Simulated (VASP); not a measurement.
These are optB88-vdW, VASP's PBE PAW potentials (set 64) (plane waves; VASP 6.6.1) values and carry that method's errors.

Input for VASP

File KPOINTS:
```
K-points
0
Gamma
  15 15 8
0 0 0
```

**POSCAR**
```
Hf
1.0
  1.5927552367  -2.7587329560   0.0000000000
  1.5927552367   2.7587329560   0.0000000000
  0.0000000000   0.0000000000   5.0348398835
Hf
2
Cartesian
  1.5927552367   0.9195794912   1.2587099709
  1.5927552367  -0.9195794912   3.7761299126
```

INCAR:
```
SYSTEM = Hf
PREC = Accurate
ENCUT = 520
EDIFF = 1E-7
NELM = 100
ALGO = Normal
LREAL = .FALSE.
LASPH = .TRUE.
ISMEAR = -5
GGA = BO
PARAM1 = 0.1833333333
PARAM2 = 0.22
LUSE_VDW = .TRUE.
AGGAC = 0.0
LMAXMIX = 6
LWAVE = .FALSE.
LCHARG = .TRUE.
LORBIT = 11
NEDOS = 601
ISIF = 2
```

POTCAR, in this order: Hf_pv (PBE.64 set). Program: vasp_std.

Question: What will the output report for the number of irreducible k-points (NKPTS), largest plane-wave count, number of space-group operations, FFT grid (NGX, NGY, NGZ)?

Answer: 
The number of irreducible k-points (NKPTS) is 135 and the largest plane-wave count is 1208. The number of space-group operations is 24 and the FFT grid (NGX, NGY, NGZ) is 24 × 24 × 40.

The compound is Hf in the hcp structure. It was relaxed first.
